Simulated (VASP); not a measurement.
Given:

```xyz
2
Lattice="2.7933 0.0000 0.0000 0.0000 2.7933 0.0000 0.0000 0.0000 2.7933" Properties=species:S:1:pos:R:3 pbc="T T T"
Al     1.3967     1.3967     1.3967
Co     0.0000     0.0000     0.0000
```

All values below come from PBE GGA with D4 dispersion, VASP's PBE PAW potentials (set 64) (plane waves; VASP). Run with 520 eV cut-off, 13×13×13 Γ-centred mesh, first-order Methfessel-Paxton smearing of 0.10 eV, potentials Al Co.

Q: What does the run give for the energy per atom (σ→0), pressure, band gap (on the k-mesh) with the smallest direct gap where there is one?

A: 
| Item | Result |
|---|---|
| band gap (on the k-mesh) | none (metal, semimetal or under 0.01 eV) |
| energy per atom (σ→0) | -6.433 eV/atom |
| pressure | 6.29 GPa |

The absolute energy has meaning only against runs of the same code, potentials and settings.

The compound is CoAl in the CsCl type structure. This cell is one point of a volume scan, at 0.97 of the reference volume. The run is not spin-polarised, so no magnetic state was tried.
